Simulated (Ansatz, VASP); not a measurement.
# Mo (Mo(110)): VASP beside Ansatz

Wanted: the spread between two codes on one cell, functional and k mesh. The cell is taken from a series of runs on this material, whose earlier steps may have relaxed, scaled, displaced or heated it; both programs get it as it stands.

Calculated with Ansatz 0.2.0; plane waves, with VASP 6.6.1 beside it; single point at PBE, spin-orbit coupling.

## Step 1: Starting point

The cell holds 7 atoms: 7 Mo. Cell: a = 2.728 Å, b = 2.728 Å, c = 31.364 Å, α = 90.0°, β = 90.0°, γ = 70.5°. Vacuum lies along c.

## Step 2: Ansatz: single point, PBE, spin-orbit coupling

Ansatz runs on its fully relativistic PAW (standard-fr) files.

With cell and atoms fixed, the geometry can't cause a difference; cores, projectors, grids and the points listed under the comparison can.

File input.yaml:

```yaml
crystal:
  lattice:
    - [2.2273863607, -1.575, 0.0]
    - [2.2273863607, 1.575, 0.0]
    - [0.0, 0.0, 31.3643181644]
  atoms:
    - { symbol: Mo, position: [0.0, 0.0, 0.2869502838] }
    - { symbol: Mo, position: [0.5, 0.5, 0.3579668559] }
    - { symbol: Mo, position: [0.0, 0.0, 0.4289834279] }
    - { symbol: Mo, position: [0.5, 0.5, 0.5] }
    - { symbol: Mo, position: [0.0, 0.0, 0.5710165721] }
    - { symbol: Mo, position: [0.5, 0.5, 0.6420331441] }
    - { symbol: Mo, position: [0.0, 0.0, 0.7130497162] }
kpoints:
  mp_grid: { grid: [16, 16, 1] }
hamiltonian:
  xc: pbe
  pseudopotentials: { kind: paw_fr }
scf:
  occupations: { method: fermi_dirac, width: 0.1 }
  convergence: { dr2_threshold: 1.0e-09 }
efield:
  axis: 3
  dipole_correction: true
  ramp_position: 0.97
  ramp_width: 0.06
magnetization:
  noncollinear: true
  spin_orbit: true
output:
  write_potential: true
  write_density: true
  volumetric_format: npy
```

Run with:

```sh
$ ansatz run input.yaml --threads 4 --pin off --max-ram 6144MiB --backend cpu --events-out ev --progress --plain --runs-dir out
```

Numbers of over 12 decimals in the logs are rounded to 6 here.

Output:

```text
Engine: ansatz 0.2.0, aarch64-unknown-linux-gnu
Pseudopotentials: kind: paw_fr
Pseudopotential: Mo, paw_fr, valence charge 14, recommended cutoff 420 eV (normal), Mo.paw.azcp#standard-fr
Functional definition: PBE
  parameter kappa = 0.804
  parameter beta = 0.066725
  exchange = pbe_x(kappa = kappa, mu = beta*pi^2/3)
  correlation = pbe_c(beta = beta)
non-collinear run that drives no moment, with spin-orbit: no starting moment large enough to seed its density (crystal.atoms[].spin), no starting occupations that ask for one, no magnetisation constraint and no magnetic field, so the semilocal B_xc is pinned to zero
Crystal: 7 atoms, lattice volume = 220.060 Å³
Basis set: ecut = 420 eV, 4371 PW (Γ)
Bands: 118, of which v1, the nominal top of the filled ones, is band 98 counted from 1 (97 counted from 0)
Symmetry: 4 space group operations + 4 with time reversal
k-points: 73 of 256
Projection manifold: j_resolved (fully-relativistic pseudo-atomic orbitals)
Non-local potential: Mo, projectors of the file, l = 0: 3, l = 1: 4, l = 2: 4, l = 3: 2
PAW form: soft (Blöchl's): semilocal exchange-correlation on the pseudo side does not see the compensation charge
PAW one-centre angular grid: Mo, 590 points (default); XC on 64 Gauss nodes
Initial density: superposition of atomic densities (neutral atoms: chi_scale 0, normalization atom)
Initial wavefunctions: pseudopotential atomic-orbital guess
Functional: x = pbe(κ = 0.804, μ = 0.219515), c = pbe(β = 0.066725)
SCF iter   1: F=—  HF=-34703.054340 eV  |F-HF|=—  |Δ(HF+E_count)|=         —  Δρ=7.49e-2  dr2=4.47e1  dr2_m=0.00e0 (ungated)  ethr=3.10e-3  |M|=0.00e0 ∫|m|=0.00e0 μB  |m|>n=0.0e0 m-floor=0.0e0 τ_xc=0.0e0  β_m=1.00  p=0.000 e·Å  D=4.76e-15 V/Å  ΔV_dip=-0.00 eV  dr2_dipole=3.00e-6  V_vac-E_F(+/−)=6.28/6.28 eV  ⟨swp⟩=9.7  Hψ=106847  notcnv=0  defer=337
efield: sawtooth ramp at fractional position 0.9700 (set: `efield.ramp_position`, or a place that a band, a saddle search or an elastic batch's reference lends), width 0.0600; the density the first Hamiltonian is built on has a dipole p = 0.000 e·Å; the dipole correction subtracts the counter field D = 4.76e-15 V/Å, which shifts the + side's vacuum level by -0.00 eV against the − side's; the planar-averaged density in the ramp window peaks in size at 5.7e-7 e/Å³
automatic band count: the SCF goes on with 138 bands, as 118 were too few: the levels above may hold too much charge
preconditioner: auto → LDOS  [metal: Δε(μ)=0.017 eV  Ē_g=5.788 eV  σ=0.100 eV  W_gap=0.04  n_scr=22 (ndim 8)  ℏωp=16.2 eV  f_vac=0.450  D(μ)=5.06/eV (n_scr^D=20)  β→1.0]
spin=Noncollinear: LDOS preconditioning applied to the charge; magnetization (m_x, m_y, m_z) channels mix plain (no charge-response kernel on spin).
SCF iter   2: F=—  HF=-34699.943188 eV  |F-HF|=—  |Δ(HF+E_count)|=    3.11e0  Δρ=4.81e-2  dr2=1.62e1  dr2_m=0.00e0 (ungated)  ethr=3.10e-3  |M|=0.00e0 ∫|m|=0.00e0 μB  |m|>n=0.0e0 m-floor=0.0e0 τ_xc=0.0e0  β_m=0.82  p=-0.000 e·Å  D=-5.69e-6 V/Å  ΔV_dip=0.00 eV  dr2_dipole=4.38e-7  V_vac-E_F(+/−)=4.32/4.32 eV  ⟨swp⟩=3.3  Hψ=26367  notcnv=0  defer=570
SCF iter   3: F=—  HF=-34698.002310 eV  |F-HF|=—  |Δ(HF+E_count)|=    1.94e0  Δρ=8.51e-3  dr2=3.75e-1  dr2_m=0.00e0 (ungated)  ethr=3.10e-3  |M|=0.00e0 ∫|m|=0.00e0 μB  |m|>n=0.0e0 m-floor=0.0e0 τ_xc=0.0e0  β_m=0.77  p=-0.000 e·Å  D=-1.29e-6 V/Å  ΔV_dip=0.00 eV  dr2_dipole=2.15e-6  V_vac-E_F(+/−)=4.99/4.99 eV  ⟨swp⟩=3.2  Hψ=23295  notcnv=0  defer=508
SCF iter   4: F=—  HF=-34697.937086 eV  |F-HF|=—  |Δ(HF+E_count)|=   6.52e-2  Δρ=2.66e-3  dr2=3.13e-2  dr2_m=0.00e0 (ungated)  ethr=3.83e-4  |M|=0.00e0 ∫|m|=0.00e0 μB  |m|>n=0.0e0 m-floor=0.0e0 τ_xc=0.0e0  β_m=0.69  p=0.000 e·Å  D=1.06e-5 V/Å  ΔV_dip=-0.00 eV  dr2_dipole=1.27e-7  V_vac-E_F(+/−)=4.78/4.78 eV  ⟨swp⟩=3.0  Hψ=19515  notcnv=0  defer=506
SCF iter   5: F=—  HF=-34697.932729 eV  |F-HF|=—  |Δ(HF+E_count)|=   4.36e-3  Δρ=8.83e-4  dr2=4.62e-3  dr2_m=0.00e0 (ungated)  ethr=3.20e-5  |M|=0.00e0 ∫|m|=0.00e0 μB  |m|>n=0.0e0 m-floor=0.0e0 τ_xc=0.0e0  β_m=0.69  p=0.000 e·Å  D=5.40e-6 V/Å  ΔV_dip=-0.00 eV  dr2_dipole=9.94e-8  V_vac-E_F(+/−)=4.74/4.74 eV  ⟨swp⟩=2.8  Hψ=16199  notcnv=0  defer=506
SCF iter   6: F=—  HF=-34697.933146 eV  |F-HF|=—  |Δ(HF+E_count)|=   4.16e-4  Δρ=3.14e-4  dr2=4.20e-4  dr2_m=0.00e0 (ungated)  ethr=4.72e-6  |M|=0.00e0 ∫|m|=0.00e0 μB  |m|>n=0.0e0 m-floor=0.0e0 τ_xc=0.0e0  β_m=0.66  p=0.000 e·Å  D=4.41e-7 V/Å  ΔV_dip=-0.00 eV  dr2_dipole=3.89e-9  V_vac-E_F(+/−)=4.70/4.70 eV  ⟨swp⟩=2.4  Hψ=13033  notcnv=0  defer=506
SCF iter   7: F=—  HF=-34697.933168 eV  |F-HF|=—  |Δ(HF+E_count)|=   2.25e-5  Δρ=1.09e-4  dr2=1.19e-4  dr2_m=0.00e0 (ungated)  ethr=4.29e-7  |M|=0.00e0 ∫|m|=0.00e0 μB  |m|>n=0.0e0 m-floor=0.0e0 τ_xc=0.0e0  β_m=0.75  p=-0.000 e·Å  D=-5.86e-7 V/Å  ΔV_dip=0.00 eV  dr2_dipole=8.33e-13  V_vac-E_F(+/−)=4.68/4.68 eV  ⟨swp⟩=2.2  Hψ=13783  notcnv=0  defer=506
[...]
SCF converged after 13 iterations
Magnetization: |M| = 0.0000 μB,  M = (+0.0000, +0.0000, +0.0000) μB
Absolute magnetization: 0.0000 μB (∫|m|)
  site 0: m = (+0.0000, +0.0000, +0.0000) μB, |m| = 0.0000 μB  (R = 1.13 Å)
  site 1: m = (+0.0000, +0.0000, +0.0000) μB, |m| = 0.0000 μB  (R = 1.13 Å)
  site 2: m = (+0.0000, +0.0000, +0.0000) μB, |m| = 0.0000 μB  (R = 1.13 Å)
  site 3: m = (+0.0000, +0.0000, +0.0000) μB, |m| = 0.0000 μB  (R = 1.13 Å)
  site 4: m = (+0.0000, +0.0000, +0.0000) μB, |m| = 0.0000 μB  (R = 1.13 Å)
  site 5: m = (+0.0000, +0.0000, +0.0000) μB, |m| = 0.0000 μB  (R = 1.13 Å)
  site 6: m = (+0.0000, +0.0000, +0.0000) μB, |m| = 0.0000 μB  (R = 1.13 Å)
Free energy (F): -34697.933533 eV
Harris-Foulkes:  -34697.933533 eV  (|F-HF|=8.73e-11)
Internal energy: -34697.754600 eV  (E = F + TS)
E sigma→0 (E₀):  -34697.844066 eV
Entropy (-TS):   -0.178933 eV (-25.562 meV/atom)
Fermi energy:    8.223838 eV
Dipole field:    D = 0.000000 V/Å  (p = 0.000000 e·Å, saw-weighted, corrected)
Work function:   Φ+ = 4.6617 eV   Φ− = 4.6617 eV
Levels:          The Fermi level and band energies are counted from a zero that moves with the ramp; work functions are not
--- Per-component energies (eV) ---
  E_band       = -1639.476481
  E_kinetic    = 3080.435954
  E_local      = -171272.496290  (includes V_loc(G=0)·N_el)
  E_nonlocal   = 998.107474
  E_hartree    = 84079.967642
  E_xc         = -1280.941443
  E_vxc        = -1598.334126  (∫ρ·V_xc dr)
  E_paw        = -22415.462347  (= ΣΔE_a)
  E_vpaw       = -1007.126002  (= ΣTr[D̂ρ^β])
  E_aug_tail   = 0.000303  (compensation charges beyond the density's cutoff)
  E_efield     = 0.000000  (sawtooth field / dipole correction)
  E_vefield    = 0.000000  (∫n·V_field dr)
  E_ewald      = 72112.634106
  E_smearing   = -0.178933  (= −TS)
  E_closure    = 0.000000  (closes the sum)
  Σ components = -34697.933533   (vs F -34697.933533, Δ=0.00e0)
--- Band table (eV; the first three rows and the last of 73) ---
  k-point 0: bands = [... 94 lower, 7.1733, 7.1733, 7.5701, 7.5701, 8.0427, 8.0427, 8.4169, 8.4169, ... 36 higher]
  k-point 1: bands = [... 94 lower, 7.1587, 7.1587, 7.7136, 7.7136, 7.8183, 7.8183, 8.5660, 8.5660, ... 36 higher]
  k-point 2: bands = [... 94 lower, 7.2875, 7.2875, 7.5319, 7.5319, 7.8682, 7.8682, 8.2040, 8.2040, ... 36 higher]
  k-point 72: bands = [... 94 lower, 9.0560, 9.0560, 9.1603, 9.1603, 9.3365, 9.3365, 9.5290, 9.5290, ... 36 higher]
```

The column dr2 measures how far the density is from self-consistency, as an energy; F and HF (Harris–Foulkes) agree once it is small.

## Step 3: VASP: single point, PBE, spin-orbit coupling

The same cell, functional, mesh and smearing now go to VASP, with its own data sets.

Lines of VASP's logs that name or quote its potential files are left out, and so is its time.

File INCAR:

```
SYSTEM = Mo
PREC = Accurate
ENCUT = 400
EDIFF = 1E-06
NELM = 200
ISMEAR = -1
SIGMA = 0.1
LREAL = .FALSE.
ALGO = Normal
GGA = PE
LNONCOLLINEAR = .TRUE.
MAGMOM = 0 0 0 0 0 0 0 0 0 0 0 0 0 0 0 0 0 0 0 0 0
NBANDS = 120
GGA_COMPAT = .FALSE.
LASPH = .TRUE.
LSORBIT = .TRUE.
LMAXMIX = 4
LORBIT = 11
LWAVE = .FALSE.
LCHARG = .FALSE.
ISIF = 2
LDIPOL = .TRUE.
IDIPOL = 3
DIPOL = 0.5 0.5 0.5
LVHAR = .TRUE.
NELMDL = -8
KPAR = 2
```

File POSCAR:

```
Mo
1.0
    2.2273863607     -1.5750000000      0.0000000000
    2.2273863607      1.5750000000      0.0000000000
    0.0000000000      0.0000000000     31.3643181644
Mo
7
Direct
    0.0000000000      0.0000000000      0.2869502838
    0.5000000000      0.5000000000      0.3579668559
    0.0000000000      0.0000000000      0.4289834279
    0.5000000000      0.5000000000      0.5000000000
    0.0000000000      0.0000000000      0.5710165721
    0.5000000000      0.5000000000      0.6420331441
    0.0000000000      0.0000000000      0.7130497162
```

File KPOINTS:

```
Automatic mesh
0
Gamma
16 16 1
0 0 0
```

Potentials, in the order of the species: Mo_sv (PBE family, release 64).

Run with:

```sh
$ mpirun -np 2 vasp_ncl
```

Output:

```text
[banner, memory and clock lines left out]
running    2 mpi-ranks, on    1 nodes
 distrk:  each k-point on    1 cores,    2 groups
 distr:  one band on    1 cores,    1 groups

 POSCAR found type information on POSCAR Mo
 POSCAR found :  1 types and       7 ions
 LDA part: xc-table for (Slater+PW92), standard interpolation
 POSCAR, INCAR and KPOINTS ok, starting setup
 FFT: planning ... GRIDC
 FFT: planning ... GRID_SOFT
 FFT: planning ... GRID
 WAVECAR not read
 entering main loop
       N       E                     dE             d eps       ncg     rms          rms(c)
DAV:   1     0.102361254962E+04    0.10236E+04   -0.57340E+04 22136   0.129E+03
DAV:   2    -0.391596342828E+02   -0.10628E+04   -0.10310E+04 19568   0.452E+02
DAV:   3    -0.786987895282E+02   -0.39539E+02   -0.37949E+02 23792   0.752E+01
DAV:   4    -0.801734147231E+02   -0.14746E+01   -0.14230E+01 22456   0.109E+01
DAV:   5    -0.802498743574E+02   -0.76460E-01   -0.74047E-01 23544   0.191E+00
DAV:   6    -0.802545665172E+02   -0.46922E-02   -0.45483E-02 22656   0.351E-01
DAV:   7    -0.802550695585E+02   -0.50304E-03   -0.49329E-03 20640   0.780E-02
DAV:   8    -0.802551353302E+02   -0.65772E-04   -0.64911E-04 19472   0.191E-02    0.362E+01
DAV:   9    -0.920977725590E+02   -0.11843E+02   -0.54239E+01 24064   0.364E+01    0.275E+01
DAV:  10    -0.150424278362E+03   -0.58327E+02   -0.71447E+02 23608   0.681E+01    0.504E+01
DAV:  11    -0.987172951940E+02    0.51707E+02   -0.11515E+02 21664   0.350E+01    0.276E+01
DAV:  12    -0.748847448235E+02    0.23833E+02   -0.97317E+01 24328   0.260E+01    0.894E+00
DAV:  13    -0.750507410900E+02   -0.16600E+00   -0.24380E+01 22728   0.137E+01    0.675E+00
DAV:  14    -0.752194235122E+02   -0.16868E+00   -0.25500E+00 22752   0.493E+00    0.653E+00
[...]
DAV:  27    -0.748706149524E+02   -0.35889E-04   -0.15041E-05 22000   0.189E-02    0.524E-03
DAV:  28    -0.748706382712E+02   -0.23319E-04   -0.25566E-06 16024   0.793E-03    0.545E-03
DAV:  29    -0.748706545741E+02   -0.16303E-04   -0.12397E-06 12568   0.314E-03    0.306E-03
DAV:  30    -0.748706599877E+02   -0.54136E-05   -0.46531E-07 11936   0.196E-03    0.198E-03
DAV:  31    -0.748706636699E+02   -0.36822E-05   -0.27761E-07 11424   0.183E-03    0.159E-03
DAV:  32    -0.748706659585E+02   -0.22885E-05   -0.27699E-07 11504   0.182E-03    0.102E-03
DAV:  33    -0.748706679096E+02   -0.19512E-05   -0.16935E-07 11088   0.113E-03    0.526E-04
DAV:  34    -0.748706688747E+02   -0.96502E-06   -0.85653E-08 10784   0.550E-04
   1 F= -.74870669E+02 E0= -.74781021E+02  d E =-.179296E+00  mag=     0.0000     0.0000     0.0000
```

Parts of OUTCAR (step 3):

```text
ion  position               nearest neighbor table
   1  0.000  0.000  0.287-   2 2.73   2 2.73   2 3.15   2 3.15
   2  0.500  0.500  0.358-   3 2.73   3 2.73   1 2.73   1 2.73   3 3.15   3 3.15   1 3.15   1 3.15

  LATTYP: Found a base centered orthorhombic cell.
 ALAT       =     3.1500000000
 B/A-ratio  =     1.4142135623
 C/A-ratio  =     9.9569264014

 Subroutine GETGRP returns: Found  8 space group operations
 (whereof  8 operations were pure point group operations)

The static configuration has the point symmetry D_2h.

 Found     73 irreducible k-points:

   k-points           NKPTS =     73   k-points in BZ     NKDIM =     73   number of bands    NBANDS=    120

   dimension x,y,z NGX =    18 NGY =   18 NGZ =  210
   dimension x,y,z NGXF=    36 NGYF=   36 NGZF=  420

   ENCUT  =  400.0 eV  29.40 Ry    5.42 a.u.   4.45  4.45 51.15*2*pi/ulx,y,z

   NELECT =      98.0000    total number of electrons

 k-points in reciprocal lattice and weights: Automatic mesh
   0.00000000  0.00000000  0.00000000       0.004
   0.06250000  0.00000000  0.00000000       0.016
   0.12500000  0.00000000  0.00000000       0.016
   0.18750000  0.00000000  0.00000000       0.016
   0.25000000  0.00000000  0.00000000       0.016
   0.31250000  0.00000000  0.00000000       0.016
   0.37500000  0.00000000  0.00000000       0.016
   0.43750000  0.00000000  0.00000000       0.016
   0.50000000  0.00000000  0.00000000       0.008
[...]
-0.43750000  0.43750000  0.00000000       0.008
   0.50000000  0.50000000  0.00000000       0.004

 dipolmoment           0.000000      0.000000     -0.000000 electrons x Angstroem

 average (electrostatic) potential at core
       1 -77.6788       2 -77.8545       3 -77.7835       4 -77.7974       5 -77.7835
       6 -77.8545       7 -77.6788

 E-fermi :   3.9913

 k-point     1 :       0.0000    0.0000    0.0000
  band No.  band energies     occupation
    ...
     96       2.9424      0.99997
     97       3.3348      0.99859
     98       3.3348      0.99859
     99       3.8163      0.85192
    100       3.8163      0.85192
    101       4.1815      0.12991
    102       4.1815      0.12991
    103       4.6687      0.00114
    104       4.6687      0.00114
    105       5.1143      0.00001
    ...

 k-point     2 :       0.0625    0.0000    0.0000
  band No.  band energies     occupation
    ...
     96       2.9237      0.99998
     97       3.4786      0.99410
     98       3.4786      0.99410
     99       3.5904      0.98217
    100       3.5904      0.98217
    101       4.3338      0.03152
    102       4.3338      0.03152
    103       4.3716      0.02183
    104       4.3716      0.02183
    105       4.8328      0.00022
    ...

 k-point     3 :       0.1250    0.0000    0.0000
  band No.  band energies     occupation
    ...
     98       3.2991      0.99902
     99       3.6375      0.97174
    100       3.6375      0.97174
    101       3.9721      0.54780
    102       3.9721      0.54780
    103       4.0460      0.36658
    104       4.0460      0.36658
    105       4.7297      0.00062
    106       4.7297      0.00062
    107       4.8664      0.00016
    ...

  Total       -3.2294246     -2.7392485     -1.5059331     -0.0000000      0.0000000      0.0000000
  in kB      -23.5122272    -19.9434391    -10.9641334     -0.0000000      0.0000000      0.0000000
  external PRESSURE =     -18.1399332 kB  Pullay stress =       0.0000000 kB

  energy-cutoff  :      400.00
  volume of cell :      220.06
      direct lattice vectors                 reciprocal lattice vectors
     2.227386361 -1.575000000  0.000000000     0.224478343 -0.317460317  0.000000000
     2.227386361  1.575000000  0.000000000     0.224478343  0.317460317  0.000000000
     0.000000000  0.000000000 31.364318164     0.000000000  0.000000000  0.031883365

 POSITION                                       TOTAL-FORCE (eV/Angst)
 -----------------------------------------------------------------------------------
      0.00000      0.00000      9.00000         0.000000      0.000000      0.482103
      2.22739      0.00000     11.22739        -0.000000      0.000000     -0.625468
      0.00000      0.00000     13.45477        -0.000000      0.000000     -0.020400
      2.22739      0.00000     15.68216        -0.000000      0.000000      0.000000
      0.00000      0.00000     17.90955        -0.000000      0.000000      0.020400
      2.22739      0.00000     20.13693         0.000000      0.000000      0.625468
      0.00000      0.00000     22.36432         0.000000      0.000000     -0.482103
 -----------------------------------------------------------------------------------
    total drift:                               -0.000000     -0.000000     -0.000000

  FREE ENERGIE OF THE ION-ELECTRON SYSTEM (eV)
  ---------------------------------------------------
  free  energy   TOTEN  =       -74.8706688747 eV

  energy  without entropy=      -74.6913725060  energy(sigma->0) =      -74.78102069

 vacuum level on the upper side and lower side of the slab         8.649         8.649

 Spin-Orbit-Coupling matrix elements
 Ion:    1  E_soc:     -0.2108756
 Ion:    2  E_soc:     -0.2054672
 Ion:    3  E_soc:     -0.2053263
 Ion:    4  E_soc:     -0.2050429
 Ion:    5  E_soc:     -0.2053263
 Ion:    6  E_soc:     -0.2054672
 Ion:    7  E_soc:     -0.2108756

 total charge
# of ion       s       p       d       tot
------------------------------------------
    1        2.371   6.130   3.887  12.388
    2        2.380   6.205   3.911  12.496
    3        2.381   6.208   3.916  12.505
    4        2.382   6.211   3.904  12.498
    5        2.381   6.208   3.916  12.505
    6        2.380   6.205   3.911  12.496
    7        2.371   6.130   3.887  12.388
--------------------------------------------------
tot         16.644  43.299  27.333  87.276

 magnetization (x)
# of ion       s       p       d       tot
------------------------------------------
    1        0.000   0.000   0.000   0.000
    2        0.000   0.000   0.000   0.000
    3        0.000   0.000   0.000   0.000
    4        0.000   0.000   0.000   0.000
    5        0.000   0.000   0.000   0.000
    6        0.000   0.000   0.000   0.000
    7        0.000   0.000   0.000   0.000
--------------------------------------------------
tot          0.000   0.000   0.000   0.000

 magnetization (y)
# of ion       s       p       d       tot
------------------------------------------
    1        0.000   0.000   0.000   0.000
    2        0.000   0.000   0.000   0.000
    3        0.000   0.000   0.000   0.000
    4        0.000   0.000   0.000   0.000
    5        0.000   0.000   0.000   0.000
    6        0.000   0.000   0.000   0.000
    7        0.000   0.000   0.000   0.000
--------------------------------------------------
tot          0.000   0.000   0.000   0.000

 magnetization (z)
# of ion       s       p       d       tot
------------------------------------------
    1        0.000  -0.000   0.000  -0.000
    2        0.000  -0.000   0.000   0.000
    3       -0.000   0.000   0.000   0.000
    4        0.000   0.000  -0.000   0.000
    5        0.000   0.000  -0.000  -0.000
    6        0.000   0.000   0.000   0.000
    7        0.000   0.000   0.000   0.000
--------------------------------------------------
tot         -0.000   0.000   0.000   0.000

[... 3 further parts left out ...]
```

## Step 4: Side by side

Known differences besides the potentials themselves: spin-orbit coupling enters by fully relativistic files in Ansatz and inside the spheres in VASP; the cutoff is 420 eV in Ansatz and 400 eV in VASP. Total energies have different zeros and are not compared.

Compared:

```tsv
quantity	Ansatz	VASP	difference
work function, lower of the two faces (eV)	4.66	4.66	0.00
work function, higher of the two faces (eV)	4.66	4.66	0.00
```

With vacuum in the cell, a pressure given here is an average over mostly empty space and none of the material.

## Step 5: Outcome

```yaml
difference_in_work_function_lower_of_the_two_faces_single_point_pbe_spin_orbit_coupling: 0.0040 eV
```

What this shows: The difference in work function, lower of the two faces is 0.0040 eV (single point, PBE, spin-orbit coupling). Such differences can come from data sets, numerical settings and the points named under the comparisons, not from the functional's error against experiment.

[Lines on the potential files, build, host, timing and source positions are cut from VASP's logs without a mark.]

[Logs are printed without paths, hosts, clocks, repeated set-up lines and the standing remarks that a program may print on its own settings, such as how far it seeks lower states.]

[Hosts, paths, dates, database ids (printed as entryN), source tags and the programs' standing remarks are cut or masked in the printed files.]
